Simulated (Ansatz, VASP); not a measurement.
# Cross-check of Hf (Hafnium) between VASP and Ansatz

Wanted: the spread between two codes on one cell, functional and k mesh. The cell is taken from a series of runs on this material, whose earlier steps may have relaxed, scaled, displaced or heated it; both programs get it as it stands.

Main program and level: Ansatz 0.2.0; plane waves, with VASP 6.6.1 beside it; zone-centre phonons at PBEsol.

## Step 1: The structure

It takes space group P6_3/mmc (No. 194, hexagonal). Conventional cell: a = 3.197 Å, b = 3.197 Å, c = 4.796 Å, α = 90.00°, β = 90.00°, γ = 120.00°. Hf has 12 Hf at 3.03 to 3.20 Å nearest.

Structure file:

```cif
data_structure
_symmetry_space_group_name_H-M 'P6_3/mmc'
_symmetry_Int_Tables_number 194
_cell_length_a 3.1974
_cell_length_b 3.1974
_cell_length_c 4.7956
_cell_angle_alpha 90.000
_cell_angle_beta 90.000
_cell_angle_gamma 120.000
_cell_volume 42.46
loop_
_atom_site_label
_atom_site_type_symbol
_atom_site_symmetry_multiplicity
_atom_site_Wyckoff_symbol
_atom_site_fract_x
_atom_site_fract_y
_atom_site_fract_z
_atom_site_occupancy
Hf1 Hf 2 c 0.33333 0.66667 0.25000 1
```

## Step 2: Ansatz: zone-centre phonons, PBEsol

Ansatz runs on its PAW soft_1 files.

Second derivatives magnify differences that forces hide, and they need a tight electronic threshold.

input.yaml

```yaml
crystal:
  lattice:
    - [3.1974025738, 0.0, 0.0]
    - [-1.5987012869, 2.769031855, 0.0]
    - [0.0, 0.0, 4.7955646917]
  atoms:
    - { symbol: Hf, position: [0.3333333333, 0.6666666667, 0.25] }
    - { symbol: Hf, position: [0.6666666667, 0.3333333333, 0.75] }
kpoints:
  mp_grid: { grid: [15, 15, 8] }
hamiltonian:
  xc: pbesol
  pseudopotentials: { kind: paw, azcp: { folder: soft_1 }, xc_functional: pbe }
scf:
  occupations: { method: methfessel_paxton, width: 0.2 }
output:
  eigenvalues: true
phonons:
  method: dfpt
```

Started as:

```sh
> ansatz run input.yaml --threads 4 --pin off --max-ram 10240MiB --backend cpu --events-out ev --progress --plain --runs-dir out
```

Numbers of over 12 decimals in the logs are rounded to 6 here.

Output:

```text
zone centre: on kpoints.mp_grid the ground state, and the responses unless they are solved on pairs of k-points, stand on 320 of the mesh's 1800 k-points, reduced under 4 symmetry operations, with k and −k counted as one. Each operation leaves every solved displacement unchanged or reverses it
Engine: ansatz 0.2.0, x86_64-unknown-linux-gnu
Pseudopotentials: kind: paw
Pseudopotential: Hf, paw, valence charge 26, recommended cutoff 420 eV (normal), soft_1/Hf.paw.azcp
Functional definition: PBEsol
  exchange = pbesol_x
  correlation = pbesol_c
Crystal: 2 atoms, lattice volume = 42.459 Å³
Basis set: ecut = 420 eV, 869 PW (Γ), exchange–correlation on 48×48×72 points (8 copies of the dense FFT grid, shifted against one another)
Bands: 32, of which v1, the nominal top of the filled ones, is band 26 counted from 1 (25 counted from 0)
Symmetry: 24 space group operations
k-points: 320 of 1800 (irreducible under 4 space group operations, time reversal used)
Non-local potential: Hf, projectors of the file, l = 0: 3, l = 1: 2, l = 2: 2, l = 3: 3
PAW form: soft (Blöchl's): semilocal exchange-correlation on the pseudo side does not see the compensation charge
PAW frozen core: Hf, regenerated for the run's functional, and the local potential with it (the file was generated under x = pbe(κ = 0.804, μ = 0.219515), c = pbe(β = 0.066725))
PAW one-centre angular grid: Hf, 590 points (default); XC on 64 Gauss nodes
Initial density: superposition of atomic densities (chi_scale 0.1, normalization cell)
Initial wavefunctions: pseudopotential atomic-orbital guess
Functional: x = pbesol(κ = 0.804, μ = 0.123457), c = pbesol(β = 0.046)
SCF iter   1: F=—  HF=-31197.814778 eV  |F-HF|=—  |Δ(HF+E_count)|=         —  Δρ=3.64e-2  dr2=6.67e-1  ethr=3.10e-3  ⟨swp⟩=5.4  Hψ=36267  notcnv=0
preconditioner: auto → Kerker (q_TF=auto, 2.822 Å⁻¹)  [metal: Δε(μ)=0.037 eV  Ē_g=16.909 eV  σ=0.200 eV  W_gap=0.15  n_scr=22 (ndim 8)  ℏωp=39.5 eV  f_vac=0.000  D(μ)=0.98/eV (n_scr^D=2)]
SCF iter   2: F=—  HF=-31197.665909 eV  |F-HF|=—  |Δ(HF+E_count)|=   1.49e-1  S|Δr|=    0.00e0  Δρ=2.27e-2  dr2=2.57e-1  ethr=1.28e-3  ⟨swp⟩=3.0  Hψ=20467  notcnv=0  defer=149
SCF iter   3: F=—  HF=-31197.610055 eV  |F-HF|=—  |Δ(HF+E_count)|=   5.59e-2  S|Δr|=    0.00e0  Δρ=9.73e-3  dr2=4.73e-2  ethr=4.95e-4  ⟨swp⟩=2.0  Hψ=16007  notcnv=0  defer=149
SCF iter   4: F=—  HF=-31197.564681 eV  |F-HF|=—  |Δ(HF+E_count)|=   4.54e-2  S|Δr|=    0.00e0  Δρ=3.17e-3  dr2=2.15e-3  ethr=9.10e-5  ⟨swp⟩=2.1  Hψ=18571  notcnv=0  defer=149
SCF iter   5: F=—  HF=-31197.565651 eV  |F-HF|=—  |Δ(HF+E_count)|=   9.70e-4  S|Δr|=    0.00e0  Δρ=6.54e-4  dr2=1.77e-4  ethr=4.14e-6  ⟨swp⟩=2.7  Hψ=17121  notcnv=0  defer=149
SCF iter   6: F=—  HF=-31197.565834 eV  |F-HF|=—  |Δ(HF+E_count)|=   1.83e-4  S|Δr|=    0.00e0  Δρ=1.55e-4  dr2=8.96e-6  ethr=3.40e-7  ⟨swp⟩=2.3  Hψ=18947  notcnv=0  defer=149
SCF iter   7: F=—  HF=-31197.565848 eV  |F-HF|=—  |Δ(HF+E_count)|=   1.47e-5  S|Δr|=    0.00e0  Δρ=3.69e-5  dr2=7.13e-7  ethr=1.72e-8  ⟨swp⟩=3.0  Hψ=19683  notcnv=0  defer=149
SCF iter   8: F=—  HF=-31197.565847 eV  |F-HF|=—  |Δ(HF+E_count)|=   1.28e-6  S|Δr|=    0.00e0  Δρ=7.08e-6  dr2=2.77e-8  ethr=1.37e-9  ⟨swp⟩=2.9  Hψ=17979  notcnv=0  defer=152
SCF iter   9: F=—  HF=-31197.565847 eV  |F-HF|=—  |Δ(HF+E_count)|=   6.19e-9  S|Δr|=    0.00e0  Δρ=1.53e-6  dr2=8.46e-10  ethr=5.32e-11  ⟨swp⟩=2.9  Hψ=19296  notcnv=0  defer=152
SCF iter  10: F=—  HF=-31197.565847 eV  |F-HF|=—  |Δ(HF+E_count)|=  1.02e-10  S|Δr|=    0.00e0  Δρ=2.63e-7  dr2=1.97e-11  ethr=1.63e-12  ⟨swp⟩=3.2  Hψ=20618  notcnv=0  defer=152
SCF iter  11: F=-31197.565847 eV  HF=-31197.565847 eV  |F-HF|=7.28e-12  |Δ(HF+E_count)|=  1.09e-11  S|Δr|=    0.00e0  Δρ=8.81e-8  dr2=1.75e-12  ethr=1.00e-12  ⟨swp⟩=13.7  Hψ=75815  notcnv=0
SCF 1 converged in 11 iterations: F = -31197.565847 eV  dr2 = 1.75e-12
  greatest PAW one-centre occupation: 0.998 electrons in one spin orbital (limit 2), on the Hf atom at site 1 (counted from 0), in its partial waves of l = 0
DFPT response loops at Γ: preconditioner auto → Kerker (q_TF=auto, 2.822 Å⁻¹) (partly filled bands, converged f_vac=0.000); β = 1.00, the filter's whole step (`scf.mixing.beta` (0.50) is not read by the response loops under this deck's `scf.mixing.preconditioner`; to damp them name `kerker` or `kerker_dos`, under which they read `scf.mixing.beta`, and type it under 1.00, their step now; both keys bind the ground state too); Broyden in place of MSR1
SCF converged after 11 iterations
Stability not checked: this state was not tested for a lower state beside it, because cold or Methfessel-Paxton smearing, or corrected tetrahedra, fill the levels in a way that the test cannot read (fill_not_monotonic; see scf.lower_state_search)
Free energy (F): -31197.565847 eV
Harris-Foulkes:  -31197.565847 eV  (|F-HF|=7.28e-12)
Internal energy: -31197.572491 eV  (E = F + TS)
E sigma→0 (E₀):  -31197.567508 eV
Entropy (-TS):   0.006644 eV (3.322 meV/atom)
Fermi energy:    19.118375 eV
--- Per-component energies (eV) ---
  E_band       = 34.472286
  E_kinetic    = 822.575862
  E_local      = -12368.959605  (includes V_loc(G=0)·N_el)
  E_nonlocal   = 129.116026
  E_hartree    = 6042.736903
  E_xc         = -530.590697
  E_vxc        = -510.947717  (∫ρ·V_xc dr)
  E_paw        = -15151.283598  (= ΣΔE_a)
  E_vpaw       = -122.786251  (= ΣTr[D̂ρ^β])
  E_aug_tail   = 0.000185  (compensation charges beyond the density's cutoff)
  E_ewald      = -10143.669680
  E_core_change = 2.502112  (= ΣΔE_core)
  E_smearing   = 0.006644  (= −TS)
  E_closure    = 0.000000  (closes the sum)
  Σ components = -31197.565847   (vs F -31197.565847, Δ=0.00e0)
--- Band table (eV; the first three rows and the last of 320) ---
  k-point 0: bands = [... 22 lower, 11.5159, 15.2869, 20.1029, 20.1029, 20.4292, 21.0758, 21.1374, 21.1374, ... 2 higher]
  k-point 1: bands = [... 22 lower, 11.6828, 15.2492, 19.9528, 19.9528, 20.1319, 20.9227, 20.9612, 20.9612, ... 2 higher]
  k-point 2: bands = [... 22 lower, 12.1630, 15.0554, 19.5767, 19.7620, 19.7620, 20.5072, 20.5669, 20.5669, ... 2 higher]
  k-point 319: bands = [... 22 lower, 16.0646, 16.0646, 18.2848, 18.2848, 19.0461, 19.0461, 21.3366, 21.3366, ... 2 higher]
--- Phonons (Γ-DFPT): 2 representative perturbations + reference, on 320 of 1800 k-points (Σ response iterations 6) ---
  k mesh reduced under 4 symmetry operations, with k and −k counted as one. Each operation leaves every solved displacement unchanged or reverses it
  ASR residual: 2.764e-5 → 0.000e0 eV/Å²; symmetrization residual: 1.798e-12 eV/Å²
  ASR residual per site (eV/Å²): 2.76e-5 2.76e-5
  Γ frequencies (cm⁻¹): 0.00 0.00 0.00 85.32 85.32 144.59
  non-analytic LO–TO correction: not included (Born effective charges unavailable; polar crystals: no LO–TO splitting at Γ)
```

The column dr2 measures how far the density is from self-consistency, as an energy; F and HF (Harris–Foulkes) agree once it is small.

## Step 3: VASP: zone-centre phonons, PBEsol

The same cell, functional, mesh and smearing now go to VASP, with its own data sets.

Lines of VASP's logs that name or quote its potential files are left out, and so is its time.

INCAR

```
SYSTEM = Hf
PREC = Accurate
ENCUT = 500
EDIFF = 1E-08
NELM = 120
ISMEAR = 1
SIGMA = 0.2
LREAL = .FALSE.
ALGO = Normal
GGA = PS
NBANDS = 16
LASPH = .TRUE.
LORBIT = 11
LWAVE = .FALSE.
LCHARG = .FALSE.
ISIF = 2
IBRION = 8
GGA_COMPAT = .FALSE.
KPAR = 2
```

POSCAR

```
Hf
1.0
    3.1974025738      0.0000000000      0.0000000000
   -1.5987012869      2.7690318550      0.0000000000
    0.0000000000      0.0000000000      4.7955646917
Hf
2
Direct
    0.3333333334      0.6666666668      0.2500000000
    0.6666666668      0.3333333334      0.7500000000
```

KPOINTS

```
Automatic mesh
0
Gamma
15 15 8
0 0 0
```

PAW data sets: Hf_pv (PBE family, release 64).

Started as:

```sh
> mpirun -np 2 vasp_std
```

Output:

```text
[banner, memory and clock lines left out]
running    2 mpi-ranks, on    1 nodes
 distrk:  each k-point on    1 cores,    2 groups
 distr:  one band on    1 cores,    1 groups

 POSCAR found type information on POSCAR Hf
 POSCAR found :  1 types and       2 ions
|                                                                             |
|               ----> ADVICE to this user running VASP <----                  |
|                                                                             |
|     You enforced a specific xc type in the INCAR file but a different       |
|     [... a line on the potential file left out ...]
|     I HOPE YOU KNOW WHAT YOU ARE DOING!                                     |
|                                                                             |

 LDA part: xc-table for (Slater+PW92), standard interpolation
 POSCAR, INCAR and KPOINTS ok, starting setup
 FFT: planning ... GRIDC
 FFT: planning ... GRID_SOFT
 FFT: planning ... GRID
 WAVECAR not read
 entering main loop
       N       E                     dE             d eps       ncg     rms          rms(c)
DAV:   1     0.466297795611E+02    0.46630E+02   -0.11392E+04  4336   0.116E+03
DAV:   2    -0.201639995216E+02   -0.66794E+02   -0.65103E+02  5800   0.251E+02
DAV:   3    -0.216992607850E+02   -0.15353E+01   -0.15300E+01  5544   0.264E+01
DAV:   4    -0.217106120760E+02   -0.11351E-01   -0.11349E-01  5368   0.277E+00
DAV:   5    -0.217107449873E+02   -0.13291E-03   -0.13290E-03  5480   0.251E-01    0.678E+01
DAV:   6    -0.211712891329E+02    0.53946E+00   -0.48160E-01  5056   0.464E+00    0.402E+01
DAV:   7    -0.209794300627E+02    0.19186E+00   -0.80451E-01  5280   0.577E+00    0.193E+00
DAV:   8    -0.209692497235E+02    0.10180E-01   -0.52277E-02  4920   0.158E+00    0.310E-01
DAV:   9    -0.209693526767E+02   -0.10295E-03   -0.11247E-03  5872   0.246E-01    0.193E-01
DAV:  10    -0.209693426053E+02    0.10071E-04   -0.51157E-05  5112   0.509E-02    0.201E-01
DAV:  11    -0.209693436496E+02   -0.10442E-05   -0.52142E-06  5784   0.163E-02    0.838E-03
DAV:  12    -0.209693437231E+02   -0.73562E-07   -0.43468E-07  5272   0.441E-03    0.489E-03
DAV:  13    -0.209693436725E+02    0.50591E-07   -0.29988E-08  4928   0.129E-03    0.989E-04
DAV:  14    -0.209693436620E+02    0.10552E-07   -0.13225E-09  3192   0.316E-04    0.257E-04
DAV:  15    -0.209693436593E+02    0.26764E-08   -0.18718E-10  2968   0.113E-04
   1 F= -.20969344E+02 E0= -.20971543E+02  d E =0.659672E-02
 Linear response reoptimize wavefunctions to high precision
DAV:   1    -0.209693436588E+02    0.47135E-09   -0.35649E-11  2840   0.474E-05
DAV:   2    -0.209693436589E+02   -0.37971E-10   -0.77315E-12  2864   0.216E-05
 Linear response DOF=           2
 Linear response progress:
  Degree of freedom:   1/  2
       N       E                     dE             d eps       ncg     rms          rms(c)
RMM:   1    -0.202446371563E+00   -0.20245E+00    0.46123E+00 18599   0.120E+01
RMM:   2    -0.207780646284E+00   -0.53343E-02   -0.39040E-02 27712   0.123E+00    0.584E-01
RMM:   3    -0.206960306591E+00    0.82034E-03   -0.44294E-03 34327   0.267E-01    0.121E-01
RMM:   4    -0.206594842477E+00    0.36546E-03   -0.52131E-04 41193   0.927E-02    0.192E-01
RMM:   5    -0.206190102350E+00    0.40474E-03   -0.42314E-05 37793   0.400E-02    0.166E-02
RMM:   6    -0.206089469284E+00    0.10063E-03   -0.16617E-05 42552   0.156E-02    0.354E-02
RMM:   7    -0.206092075272E+00   -0.26060E-05   -0.19645E-05 38409   0.603E-03    0.383E-02
RMM:   8    -0.206083795579E+00    0.82797E-05    0.37373E-06 39075   0.246E-03    0.745E-03
RMM:   9    -0.206083730244E+00    0.65335E-07   -0.43212E-06 42939   0.759E-04    0.304E-03
RMM:  10    -0.206084056649E+00   -0.32640E-06   -0.23309E-06 40684   0.329E-04    0.108E-03
RMM:  11    -0.206084213880E+00   -0.15723E-06   -0.12704E-06 42001   0.193E-04    0.498E-04
RMM:  12    -0.206084223418E+00   -0.95374E-08   -0.73870E-07 41924   0.130E-04    0.112E-04
RMM:  13    -0.206084273169E+00   -0.49752E-07   -0.39676E-07 40194   0.108E-04    0.783E-05
RMM:  14    -0.206084278750E+00   -0.55804E-08   -0.23226E-07 39241   0.968E-05    0.212E-05
RMM:  15    -0.206084285648E+00   -0.68981E-08   -0.14666E-07 34511   0.917E-05    0.118E-05
RMM:  16    -0.206084293536E+00   -0.78881E-08   -0.10333E-07 32431   0.890E-05    0.206E-06
RMM:  17    -0.206084293113E+00    0.42312E-09   -0.74915E-08 25489   0.871E-05    0.264E-06
 first order change of Fermi-energy  -0.19757E-05
 force on displaced ion       1 direction 1 :  -2.419  -0.000   0.000
 Linear response progress:
  Degree of freedom:   2/  2
       N       E                     dE             d eps       ncg     rms          rms(c)
RMM:   1    -0.238512366692E+00   -0.23851E+00    0.49890E+00  6428   0.125E+01
RMM:   2    -0.248595152656E+00   -0.10083E-01   -0.44592E-02  9576   0.126E+00    0.739E-01
RMM:   3    -0.247792406318E+00    0.80275E-03   -0.35776E-03 11228   0.289E-01    0.246E-01
RMM:   4    -0.247549414926E+00    0.24299E-03   -0.11555E-04 13281   0.102E-01    0.203E-01
RMM:   5    -0.247256510002E+00    0.29290E-03    0.29270E-05 12899   0.482E-02    0.457E-02
RMM:   6    -0.247180970360E+00    0.75540E-04    0.30177E-05 11543   0.190E-02    0.334E-02
RMM:   7    -0.247208395502E+00   -0.27425E-04    0.13635E-05 12735   0.745E-03    0.494E-03
RMM:   8    -0.247202013599E+00    0.63819E-05    0.11989E-05 13486   0.288E-03    0.264E-03
RMM:   9    -0.247194201846E+00    0.78118E-05    0.17061E-05 13816   0.937E-04    0.124E-03
RMM:  10    -0.247193620577E+00    0.58127E-06    0.86848E-06 12905   0.477E-04    0.350E-04
RMM:  11    -0.247193324024E+00    0.29655E-06    0.96180E-06 14101   0.224E-04    0.880E-05
RMM:  12    -0.247193989801E+00   -0.66578E-06    0.21239E-06 13575   0.126E-04    0.274E-05
RMM:  13    -0.247193991868E+00   -0.20667E-08    0.19757E-06 13669   0.963E-05    0.149E-05
RMM:  14    -0.247194164735E+00   -0.17287E-06    0.99624E-08 13525   0.830E-05    0.541E-06
RMM:  15    -0.247194101471E+00    0.63264E-07    0.68226E-07 12617   0.774E-05    0.196E-06
RMM:  16    -0.247194173455E+00   -0.71984E-07   -0.71605E-08 11566   0.749E-05    0.183E-06
RMM:  17    -0.247194156248E+00    0.17207E-07    0.11189E-07  8527   0.735E-05    0.148E-06
RMM:  18    -0.247194160459E+00   -0.42111E-08    0.60219E-08  7986   0.729E-05    0.106E-06
 first order change of Fermi-energy  -0.11976E-03
 force on displaced ion       1 direction 3 :   0.000   0.000  -6.712
 Linear response finished
```

(Continued in part 2 of 2.)

[Lines on the potential files, build, host, timing and source positions are cut from VASP's logs without a mark.]

[Logs are printed without paths, hosts, clocks, repeated set-up lines and the standing remarks that a program may print on its own settings, such as how far it seeks lower states.]

[Hosts, paths, dates, database ids (printed as entryN), source tags and the programs' standing remarks are cut or masked in the printed files.]
